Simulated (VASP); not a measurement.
Input:

```
CELL_PARAMETERS angstrom
      3.47179     0.00000     0.00000
     -1.73590     3.00666     0.00000
      0.00000     0.00000     6.22362
ATOMIC_POSITIONS crystal
  Be 0.33333 0.66667 0.25000
  Be 0.66667 0.33333 0.75000
  S  0.66667 0.33333 0.25000
  S  0.33333 0.66667 0.75000
```

All values below come from PBEsol GGA, VASP's PBE PAW potentials (set 64) (plane waves; VASP). Run with 400 eV cut-off, 8×8×4 Γ-centred mesh, Gaussian smearing of 0.050 eV, potentials Be S.

Without a dispersion term in the relaxation, distances and binding between the weakly bound layers, chains or molecules are unreliable, and so is what depends on them.

Task: Estimate the energy per atom (σ→0).

Result: 
```json
{
 "energy per atom (σ→0)": "-5.037 eV/atom"
}
```

Total energies compare only between runs with the same potentials, cut-off and functional.

The structure was generated: BeS was put into the layered h-BN type type (P6_3/mmc), which need not be its known phase. It was relaxed first, which changed the volume by -24 %. The start is the result of an earlier pass.
